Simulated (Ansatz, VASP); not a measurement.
# H4C6NF3 (H4C6NF3 (P2_12_12_1)): VASP beside Ansatz, part 3 of 3

Wanted: the spread between two codes on one cell, functional and k mesh. Of the first pair: The cell is taken from a series of runs on this material, whose earlier steps may have relaxed, scaled, displaced or heated it; both programs get it as it stands.

VASP 6.6.1 and Ansatz 0.2.0.

So far. Step 5 (VASP: single point, PBE with D4, pair 2): The run ends at a pressure of 0.27 GPa, with forces up to 0.37 eV/Å.

## (6) Ansatz: single point, PBE with D4, pair 2

Level of this step: Ansatz beside VASP: Kohn-Sham DFT, plane waves, PBE with D4 (Ansatz).

The same cell, functional, mesh and smearing now go to Ansatz, which takes its cutoff from its data sets.

The cell is taken from a series of runs on this material, whose earlier steps may have relaxed, scaled, displaced or heated it; both programs get it as it stands.

input.yaml

```yaml
crystal:
  lattice:
    - [3.8545, 0.0, 0.0]
    - [0.0, 6.322, 0.0]
    - [0.0, 0.0, 24.792]
  atoms:
    - { symbol: H, position: [0.88476, 0.70253, 0.01591] }
    - { symbol: H, position: [0.61467, 0.29582, 0.51584] }
    - { symbol: H, position: [0.11453, 0.19932, 0.48484] }
    - { symbol: H, position: [0.38455, 0.79865, 0.98461] }
    - { symbol: H, position: [0.06222, 0.46201, 0.00389] }
    - { symbol: H, position: [0.43676, 0.53608, 0.50348] }
    - { symbol: H, position: [0.93514, 0.9592, 0.49675] }
    - { symbol: H, position: [0.5616, 0.03899, 0.9969] }
    - { symbol: H, position: [0.06418, 0.81855, 0.20267] }
    - { symbol: H, position: [0.4359, 0.18437, 0.70286] }
    - { symbol: H, position: [0.93578, 0.31811, 0.29821] }
    - { symbol: H, position: [0.56544, 0.68529, 0.79777] }
    - { symbol: H, position: [0.51252, 0.2066, 0.1669] }
    - { symbol: H, position: [0.98823, 0.79574, 0.66618] }
    - { symbol: H, position: [0.48412, 0.70664, 0.33345] }
    - { symbol: H, position: [0.01489, 0.29637, 0.83425] }
    - { symbol: C, position: [0.14109, 0.56718, 0.08027] }
    - { symbol: C, position: [0.3591, 0.43287, 0.58009] }
    - { symbol: C, position: [0.85733, 0.0654, 0.42041] }
    - { symbol: C, position: [0.64153, 0.93482, 0.92043] }
    - { symbol: C, position: [0.05982, 0.71902, 0.1195] }
    - { symbol: C, position: [0.4402, 0.28202, 0.61957] }
    - { symbol: C, position: [0.93941, 0.21754, 0.38131] }
    - { symbol: C, position: [0.56037, 0.78371, 0.88102] }
    - { symbol: C, position: [0.13421, 0.69625, 0.17387] }
    - { symbol: C, position: [0.36586, 0.30614, 0.67391] }
    - { symbol: C, position: [0.86503, 0.19559, 0.32691] }
    - { symbol: C, position: [0.63543, 0.80722, 0.82668] }
    - { symbol: C, position: [0.29627, 0.51059, 0.18991] }
    - { symbol: C, position: [0.20406, 0.49223, 0.68968] }
    - { symbol: C, position: [0.70232, 0.01033, 0.31073] }
    - { symbol: C, position: [0.79801, 0.99301, 0.81086] }
    - { symbol: C, position: [0.38378, 0.35092, 0.15397] }
    - { symbol: C, position: [0.11674, 0.65104, 0.65347] }
    - { symbol: C, position: [0.6137, 0.85047, 0.34655] }
    - { symbol: C, position: [0.88553, 0.152, 0.847] }
    - { symbol: C, position: [0.30479, 0.38544, 0.10015] }
    - { symbol: C, position: [0.1956, 0.61517, 0.59971] }
    - { symbol: C, position: [0.69241, 0.88427, 0.40041] }
    - { symbol: C, position: [0.80598, 0.11669, 0.90077] }
    - { symbol: "N", position: [0.07943, 0.59782, 0.02562] }
    - { symbol: "N", position: [0.42046, 0.40095, 0.52549] }
    - { symbol: "N", position: [0.91906, 0.09524, 0.4751] }
    - { symbol: "N", position: [0.57927, 0.90349, 0.97505] }
    - { symbol: F, position: [0.89626, 0.89707, 0.10244] }
    - { symbol: F, position: [0.60328, 0.10334, 0.6028] }
    - { symbol: F, position: [0.10356, 0.39515, 0.39852] }
    - { symbol: F, position: [0.39661, 0.60537, 0.89787] }
    - { symbol: F, position: [0.37279, 0.48435, 0.24314] }
    - { symbol: F, position: [0.12735, 0.51981, 0.74284] }
    - { symbol: F, position: [0.62586, 0.9848, 0.25748] }
    - { symbol: F, position: [0.87543, 0.01991, 0.7577] }
    - { symbol: F, position: [0.3895, 0.23443, 0.06319] }
    - { symbol: F, position: [0.11149, 0.76545, 0.56251] }
    - { symbol: F, position: [0.60651, 0.73299, 0.43722] }
    - { symbol: F, position: [0.89055, 0.26715, 0.93789] }
kpoints:
  mp_grid: { grid: [3, 2, 1] }
hamiltonian:
  xc: pbe
  dispersion: d4
scf:
  occupations: { method: gaussian, width: 0.05 }
output:
  forces: true
  stress: true
  populations: true
  dos:
    method: { smearing: { sigma: 0.15 } }
    de: 0.1
    projected: { site_lists: { C: [C], F: [F], H: [H], "N": ["N"] } }
  eigenvalues: true
  write_density: true
  write_potential: true
  volumetric_format: npy
```

Launch:

```console
> ansatz run input.yaml --threads 4 --pin off --max-ram 8192MiB --backend cpu --events-out ev --progress --plain --runs-dir out
```

Numbers of over 12 decimals in the logs are rounded to 6 here.

Output:

```text
[...]
Crystal: 56 atoms, lattice volume = 604.135 Å³
Basis set: ecut = 420 eV, 11867 PW (Γ), exchange–correlation on 54×90×360 points (8 copies of the dense FFT grid, shifted against one another)
Bands: 164, of which v1, the nominal top of the filled ones, is band 108 counted from 1 (107 counted from 0)
Symmetry: 1 space group operations
[...]
--- Löwdin populations: 56 sites ---
  site symbol       q [e]
     0      H      0.6942
     1      H      0.6943
     2      H      0.6941
     3      H      0.6941
     4      H      0.6763
     5      H      0.6762
     6      H      0.6761
     7      H      0.6762
[...]
52      F      7.2384
    53      F      7.2387
    54      F      7.2382
    55      F      7.2385
  spilling = 0.010619 (of n_electrons = 216.000000)
[key lines of the parts left out:]
SCF converged after 8 iterations
Free energy (F): -17509.316545 eV
Fermi energy:    3.468374 eV
P = ⅓ Tr σ = 0.0144 GPa (0.144 kbar)
```

## (7) Side by side

Both answers:

| quantity | Ansatz | VASP | difference |
| --- | --- | --- | --- |
| pressure (GPa) | 0.01 | 0.27 | -0.25 |
| gap on the k mesh (eV) | 3.467 | 3.459 | +0.007 |

Forces on 7 of the 56 atoms, those with the largest forces and the largest differences (eV/Å; atoms numbered as in POSCAR):

| atom | Ansatz x, y, z | VASP x, y, z |
| --- | --- | --- |
| F45 | 0.004, -0.001, 0.003 | -0.169, 0.309, -0.112 |
| F46 | -0.003, 0.004, 0.002 | 0.170, -0.307, -0.112 |
| F47 | -0.002, 0.000, -0.002 | 0.173, 0.309, 0.115 |
| F48 | 0.004, 0.006, -0.005 | -0.170, -0.302, 0.110 |
| F50 | -0.001, -0.003, 0.005 | -0.078, 0.044, 0.361 |
| F51 | -0.001, 0.000, 0.005 | -0.079, -0.045, -0.352 |
| F52 | 0.001, 0.000, 0.000 | 0.080, 0.046, -0.359 |

The forces differ by 132 meV/Å r.m.s., where the r.m.s. force is 0.005 eV/Å in Ansatz and 0.131 eV/Å in VASP: the atoms lie near their places of rest in Ansatz, so a percentage would say little (all taken over all components). A gap on the mesh is an upper bound, since the band edges may lie between its points.

## (8) Ansatz: relaxation, PBE with D4

This run makes the geometry at which the two programs are then compared.

The structure compared here is the end of the Ansatz relaxation.

input.yaml

```yaml
crystal:
  lattice:
    - [3.8545, 0.0, 0.0]
    - [0.0, 6.322, 0.0]
    - [0.0, 0.0, 24.792]
  atoms:
    - { symbol: H, position: [0.87849, 0.67241, 0.02365] }
    - { symbol: H, position: [0.6134, 0.30691, 0.52124] }
    - { symbol: H, position: [0.12008, 0.19593, 0.48072] }
    - { symbol: H, position: [0.36337, 0.81784, 0.97945] }
    - { symbol: H, position: [0.05688, 0.44912, 0.0068] }
    - { symbol: H, position: [0.43392, 0.55291, 0.50709] }
    - { symbol: H, position: [0.94645, 0.93967, 0.49288] }
    - { symbol: H, position: [0.57193, 0.04358, 0.99036] }
    - { symbol: H, position: [0.06436, 0.80394, 0.20553] }
    - { symbol: H, position: [0.42361, 0.19627, 0.70454] }
    - { symbol: H, position: [0.92608, 0.29837, 0.29704] }
    - { symbol: H, position: [0.56145, 0.70178, 0.79541] }
    - { symbol: H, position: [0.51664, 0.18991, 0.16807] }
    - { symbol: H, position: [0.99383, 0.80845, 0.66913] }
    - { symbol: H, position: [0.491, 0.69291, 0.33361] }
    - { symbol: H, position: [0.00064, 0.30915, 0.83271] }
    - { symbol: C, position: [0.14252, 0.54945, 0.08224] }
    - { symbol: C, position: [0.36577, 0.44669, 0.57987] }
    - { symbol: C, position: [0.85026, 0.04916, 0.41593] }
    - { symbol: C, position: [0.61782, 0.95514, 0.92013] }
    - { symbol: C, position: [0.0624, 0.709, 0.12072] }
    - { symbol: C, position: [0.43773, 0.30344, 0.61984] }
    - { symbol: C, position: [0.95406, 0.20709, 0.37973] }
    - { symbol: C, position: [0.55841, 0.80299, 0.87937] }
    - { symbol: C, position: [0.12778, 0.6799, 0.175] }
    - { symbol: C, position: [0.3711, 0.31698, 0.67614] }
    - { symbol: C, position: [0.85446, 0.18719, 0.32431] }
    - { symbol: C, position: [0.63099, 0.82437, 0.82516] }
    - { symbol: C, position: [0.30255, 0.50396, 0.18917] }
    - { symbol: C, position: [0.20177, 0.50768, 0.69009] }
    - { symbol: C, position: [0.70338, 0.99276, 0.30879] }
    - { symbol: C, position: [0.79795, 0.00902, 0.81191] }
    - { symbol: C, position: [0.37914, 0.33826, 0.15447] }
    - { symbol: C, position: [0.13308, 0.65475, 0.65465] }
    - { symbol: C, position: [0.60101, 0.84269, 0.34592] }
    - { symbol: C, position: [0.87424, 0.16172, 0.8465] }
    - { symbol: C, position: [0.29608, 0.37566, 0.0999] }
    - { symbol: C, position: [0.2137, 0.62981, 0.6033] }
    - { symbol: C, position: [0.69324, 0.87463, 0.4007] }
    - { symbol: C, position: [0.80567, 0.12786, 0.90001] }
    - { symbol: "N", position: [0.08101, 0.58636, 0.02609] }
    - { symbol: "N", position: [0.43208, 0.41535, 0.52907] }
    - { symbol: "N", position: [0.92632, 0.08842, 0.47557] }
    - { symbol: "N", position: [0.57207, 0.90905, 0.97293] }
    - { symbol: F, position: [0.91375, 0.88369, 0.1026] }
    - { symbol: F, position: [0.60209, 0.11757, 0.60559] }
    - { symbol: F, position: [0.10813, 0.38625, 0.39408] }
    - { symbol: F, position: [0.4014, 0.6207, 0.89439] }
    - { symbol: F, position: [0.37412, 0.47185, 0.24304] }
    - { symbol: F, position: [0.13507, 0.54062, 0.74322] }
    - { symbol: F, position: [0.62573, 0.9674, 0.25556] }
    - { symbol: F, position: [0.88276, 0.02943, 0.75982] }
    - { symbol: F, position: [0.37438, 0.21854, 0.06443] }
    - { symbol: F, position: [0.12047, 0.77075, 0.56373] }
    - { symbol: F, position: [0.62164, 0.71917, 0.4389] }
    - { symbol: F, position: [0.88304, 0.27707, 0.93548] }
kpoints:
  mp_grid: { grid: [3, 2, 1] }
hamiltonian:
  xc: pbe
  dispersion: d4
scf:
  occupations: { method: gaussian, width: 0.05 }
output:
  forces: true
relax:
  f_tol: 0.05
  max_steps: 200
```

Output:

```text
[...]
Crystal: 56 atoms, lattice volume = 604.135 Å³
Basis set: ecut = 420 eV, 11867 PW (Γ), exchange–correlation on 54×90×360 points (8 copies of the dense FFT grid, shifted against one another)
Bands: 164, of which v1, the nominal top of the filled ones, is band 108 counted from 1 (107 counted from 0)
Symmetry: 1 space group operations
[...]
k-points: 4 of 6 (time reversal used)
[...]
- { symbol: F, position: [0.396612, 0.605374, 0.897874] }
    - { symbol: F, position: [0.372787, 0.484350, 0.243141] }
    - { symbol: F, position: [0.127352, 0.519809, 0.742845] }
    - { symbol: F, position: [0.625857, 0.984802, 0.257484] }
    - { symbol: F, position: [0.875429, 0.019913, 0.757702] }
    - { symbol: F, position: [0.389505, 0.234430, 0.063192] }
    - { symbol: F, position: [0.111492, 0.765446, 0.562510] }
    - { symbol: F, position: [0.606514, 0.732990, 0.437221] }
    - { symbol: F, position: [0.890549, 0.267154, 0.937886] }
[key lines of the parts left out:]
SCF converged after 7 iterations
Free energy (F): -17509.316551 eV
Fermi energy:    3.468208 eV
```

## (9) VASP: single point, PBE with D4, pair 3

The same cell, functional, mesh and smearing now go to VASP, with its own data sets.

INCAR

```
SYSTEM = H4C6NF3
PREC = Accurate
ENCUT = 520
EDIFF = 1E-06
NELM = 120
ISMEAR = 0
SIGMA = 0.05
LREAL = Auto
ALGO = Normal
GGA = PE
IVDW = 13
NBANDS = 152
LORBIT = 11
LWAVE = .FALSE.
LCHARG = .FALSE.
ISIF = 2
LASPH = .TRUE.
GGA_COMPAT = .FALSE.
EFERMI = MIDGAP
KPAR = 4
```

POSCAR

```
H4C6NF3
1.0
    3.8545000000      0.0000000000      0.0000000000
    0.0000000000      6.3220000000      0.0000000000
    0.0000000000      0.0000000000     24.7920000000
H C N F
16 24 4 12
Direct
    0.8847600000      0.7025300000      0.0159100000
    0.6146700000      0.2958200000      0.5158400000
    0.1145300000      0.1993200000      0.4848400000
    0.3845500000      0.7986500000      0.9846100000
    0.0622200000      0.4620100000      0.0038900000
    0.4367600000      0.5360800000      0.5034800000
    0.9351400000      0.9592000000      0.4967500000
    0.5616000000      0.0389900000      0.9969000000
    0.0641800000      0.8185500000      0.2026700000
    0.4359000000      0.1843700000      0.7028600000
    0.9357800000      0.3181100000      0.2982100000
    0.5654400000      0.6852900000      0.7977700000
    0.5125200000      0.2066000000      0.1669000000
    0.9882300000      0.7957400000      0.6661800000
    0.4841200000      0.7066400000      0.3334500000
    0.0148900000      0.2963700000      0.8342500000
    0.1410900000      0.5671800000      0.0802700000
    0.3591000000      0.4328700000      0.5800900000
    0.8573300000      0.0654000000      0.4204100000
    0.6415300000      0.9348200000      0.9204300000
    0.0598200000      0.7190200000      0.1195000000
    0.4402000000      0.2820200000      0.6195700000
    0.9394100000      0.2175400000      0.3813100000
    0.5603700000      0.7837100000      0.8810200000
    0.1342100000      0.6962500000      0.1738700000
    0.3658600000      0.3061400000      0.6739100000
    0.8650300000      0.1955900000      0.3269100000
    0.6354300000      0.8072200000      0.8266800000
    0.2962700000      0.5105900000      0.1899100000
    0.2040600000      0.4922300000      0.6896800000
    0.7023200000      0.0103300000      0.3107300000
    0.7980100000      0.9930100000      0.8108600000
    0.3837800000      0.3509200000      0.1539700000
    0.1167400000      0.6510400000      0.6534700000
    0.6137000000      0.8504700000      0.3465500000
    0.8855300000      0.1520000000      0.8470000000
    0.3047900000      0.3854400000      0.1001500000
    0.1956000000      0.6151700000      0.5997100000
    0.6924100000      0.8842700000      0.4004100000
    0.8059800000      0.1166900000      0.9007700000
    0.0794300000      0.5978200000      0.0256200000
    0.4204600000      0.4009500000      0.5254900000
    0.9190600000      0.0952400000      0.4751000000
    0.5792700000      0.9034900000      0.9750500000
    0.8962600000      0.8970700000      0.1024400000
    0.6032800000      0.1033400000      0.6028000000
    0.1035600000      0.3951500000      0.3985200000
    0.3966100000      0.6053700000      0.8978700000
    0.3727900000      0.4843500000      0.2431400000
    0.1273500000      0.5198100000      0.7428400000
    0.6258600000      0.9848000000      0.2574800000
    0.8754300000      0.0199100000      0.7577000000
    0.3895000000      0.2344300000      0.0631900000
    0.1114900000      0.7654500000      0.5625100000
    0.6065100000      0.7329900000      0.4372200000
    0.8905500000      0.2671500000      0.9378900000
```

KPOINTS

```
Automatic mesh
0
Gamma
3 2 1
0 0 0
```

The projector-augmented-wave data sets are H, C, N and F (PBE family, release 64).

Launch:

```console
> mpirun -np 8 vasp_std
```

Output:

```text
[... set-up lines as in an earlier step ...]
 entering main loop
       N       E                     dE             d eps       ncg     rms          rms(c)
DAV:   1     0.128785695887E+04    0.12879E+04   -0.11023E+05  1232   0.130E+03
DAV:   2    -0.263254262207E+03   -0.15511E+04   -0.15011E+04  1456   0.313E+02
DAV:   3    -0.381344122291E+03   -0.11809E+03   -0.11701E+03  1472   0.883E+01
DAV:   4    -0.383489119722E+03   -0.21450E+01   -0.21370E+01  1512   0.128E+01
[...]
DAV:  14    -0.356063363021E+03   -0.17631E-04   -0.56910E-05  1336   0.301E-02    0.122E-02
DAV:  15    -0.356063364624E+03   -0.16028E-05   -0.57119E-06  1488   0.105E-02    0.747E-03
DAV:  16    -0.356063364257E+03    0.36706E-06   -0.33925E-06  1152   0.806E-03
   1 F= -.35997056E+03 E0= -.35997056E+03  d E =0.000000E+00
```

From OUTCAR (step 9):

```text
  Edisp (eV):   -3.90720

  Total       0.07894     2.24643     2.54313    -0.00457     0.00812     0.02823
  in kB       0.20935     5.95758     6.74442    -0.01213     0.02152     0.07485
  external pressure =        4.30 kB  Pullay stress =        0.00 kB

 POSITION                                       TOTAL-FORCE (eV/Angst)
 -----------------------------------------------------------------------------------
      3.41031      4.44139      0.39444         0.026464     -0.000606      0.001961
      2.36925      1.87017     12.78871        -0.024576      0.003137      0.002370
      0.44146      1.26010     12.02015        -0.025192      0.002090      0.005676
      1.48225      5.04907     24.41045         0.024848     -0.003735      0.002218
      0.23983      2.92083      0.09644         0.018863      0.010089     -0.008659
      1.68349      3.38910     12.48228        -0.015702     -0.005150     -0.008119
      3.60450      6.06406     12.31543        -0.015914      0.006707      0.008311
      2.16469      0.24649     24.71514         0.020831     -0.008676      0.006972
      0.24738      5.17487      5.02459        -0.005849      0.011719      0.007646
      1.68018      1.16559     17.42531         0.002931     -0.008094      0.008953
      3.60696      2.01109      7.39322         0.004774      0.010304     -0.007427
      2.17949      4.33240     19.77831        -0.003336     -0.008728     -0.008587
      1.97551      1.30613      4.13778         0.006853     -0.012020      0.007713
      3.80913      5.03067     16.51593        -0.006699      0.012837      0.006028
[...]
-----------------------------------------------------------------------------------
    total drift:                               -0.010290      0.020705     -0.004708

  FREE ENERGIE OF THE ION-ELECTRON SYSTEM (eV)
  ---------------------------------------------------
  free  energy   TOTEN  =      -359.9705632711 eV

  energy  without entropy=     -359.9705632711  energy(sigma->0) =     -359.97056327

[... 1 part as in an earlier step ...]

[... 2 further parts left out ...]
[key lines of the parts left out:]
E-fermi :   1.9396
```

The run ends at a pressure of 0.43 GPa, with forces up to 0.38 eV/Å.

## (10) Comparison

What differs besides the data sets and the points named for the pairs above, as far as they apply: the cutoff is 420 eV in Ansatz and 520 eV in VASP (PREC = Accurate, projectors in real space). Total energies have different zeros and are not compared.

The two programs side by side:

| quantity | Ansatz | VASP | difference |
| --- | --- | --- | --- |
| gap on the k mesh (eV) | 3.467 | 3.459 | +0.007 |

Forces on 7 of the 56 atoms, those with the largest forces and the largest differences (eV/Å; atoms numbered as in POSCAR):

| atom | Ansatz x, y, z | VASP x, y, z |
| --- | --- | --- |
| F45 | 0.003, 0.000, 0.002 | -0.168, 0.310, -0.113 |
| F46 | -0.004, 0.005, 0.003 | 0.170, -0.310, -0.113 |
| F47 | -0.002, 0.001, -0.001 | 0.173, 0.311, 0.118 |
| F49 | 0.001, 0.002, -0.005 | 0.079, -0.045, 0.354 |
| F50 | 0.000, -0.003, -0.001 | -0.078, 0.043, 0.367 |
| F51 | -0.001, 0.000, 0.001 | -0.080, -0.043, -0.354 |
| F52 | 0.001, 0.000, 0.002 | 0.080, 0.046, -0.359 |

The forces differ by 134 meV/Å r.m.s., where the r.m.s. force is 0.005 eV/Å in Ansatz and 0.133 eV/Å in VASP: the atoms lie near their places of rest in Ansatz, so a percentage would say little (all taken over all components). A gap on the mesh is an upper bound, since the band edges may lie between its points.

## (11) What came out

```json
{"r.m.s. force difference (single point, PBE with D4, pair 1)": "8.4 % of the r.m.s. force", "r.m.s. force difference (single point, PBE with D4, pair 2)": "132 meV/Å", "r.m.s. force difference (single point, PBE with D4, pair 3)": "134 meV/Å"}
```

What this shows: The r.m.s. force difference is 134 meV/Å (single point, PBE with D4, pair 3), beyond the 12 meV/Å picked in this series as the mark of a large difference. What causes the difference of the single point, PBE with D4, pair 1 pair stays open here. What causes the difference of the single point, PBE with D4, pair 2 pair stays open here. What causes the difference of the single point, PBE with D4, pair 3 pair stays open here. 1 further run of this series is not shown here. How closely two codes agree says nothing of how well the functional describes the real material.

[Lines on the potential files, build, host, timing and source positions are cut from VASP's logs without a mark.]

[Logs are printed without paths, hosts, clocks, repeated set-up lines and the standing remarks that a program may print on its own settings, such as how far it seeks lower states.]

[Hosts, paths, dates, database ids (printed as entryN), source tags and the programs' standing remarks are cut or masked in the printed files.]
